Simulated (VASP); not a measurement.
Input:

```yaml
crystal:
  lattice:
    - [6.72478, 0.00000, 0.00000]
    - [-3.36239, 5.82384, 0.00000]
    - [0.00000, 0.00000, 3.11199]
  atoms:
    - { symbol: V, position: [0.26987, 0.00000, 0.00000] }
    - { symbol: V, position: [0.00000, 0.26987, 0.00000] }
    - { symbol: V, position: [0.73013, 0.73013, 0.00000] }
    - { symbol: V, position: [0.60589, 0.00000, 0.50000] }
    - { symbol: V, position: [0.00000, 0.60589, 0.50000] }
    - { symbol: V, position: [0.39411, 0.39411, 0.50000] }
    - { symbol: Ge, position: [0.00000, 0.00000, 0.50000] }
    - { symbol: Ge, position: [0.33333, 0.66667, 0.00000] }
    - { symbol: Ge, position: [0.66667, 0.33333, 0.00000] }
```

Level of theory: PBEsol GGA, VASP's PBE PAW potentials (set 64) (plane waves; VASP). Settings: 400 eV cut-off, Gaussian smearing of 0.050 eV, potentials V_sv Ge_d.

**Question.** Give the energies of bands 54 to 67 at the high-symmetry points, in eV from the Fermi level.

**Answer.** 
| band | Γ | M | K | A | L | H |
|---|---|---|---|---|---|---|
| 54 | -1.16 | -0.82 | -0.91 | -1.60 | -1.57 | -1.64 |
| 55 | -1.16 | -0.80 | -0.91 | -1.41 | -1.53 | -1.54 |
| 56 | -0.88 | -0.40 | -0.21 | -1.41 | -1.41 | -1.34 |
| 57 | -0.21 | -0.37 | -0.21 | -1.01 | -1.35 | -1.34 |
| 58 | -0.21 | -0.19 | -0.20 | -1.01 | -1.30 | -1.29 |
| 59 | 0.21 | 0.08 | -0.20 | -0.59 | -0.46 | -0.37 |
| 60 | 0.35 | 0.09 | -0.10 | -0.11 | -0.33 | -0.37 |
| 61 | 0.35 | 0.28 | 0.11 | 0.12 | -0.12 | -0.12 |
| 62 | 0.36 | 0.30 | 0.11 | 0.12 | 0.00 | -0.12 |
| 63 | 0.36 | 0.40 | 0.61 | 1.14 | 0.85 | 0.89 |
| 64 | 0.56 | 0.54 | 0.69 | 1.14 | 1.18 | 1.18 |
| 65 | 0.81 | 0.63 | 0.78 | 1.19 | 1.30 | 1.18 |
| 66 | 0.81 | 0.79 | 0.97 | 1.72 | 1.36 | 1.23 |
| 67 | 0.97 | 0.85 | 0.97 | 1.72 | 1.86 | 1.96 |

It has no gap at this level: it comes out as a metal or semimetal.

The structure was generated: V2Ge was put into the Fe2P type (P-62m), which need not be its known phase. It was relaxed first, which changed the volume by -15 %. The run is not spin-polarised, so no magnetic state was tried.
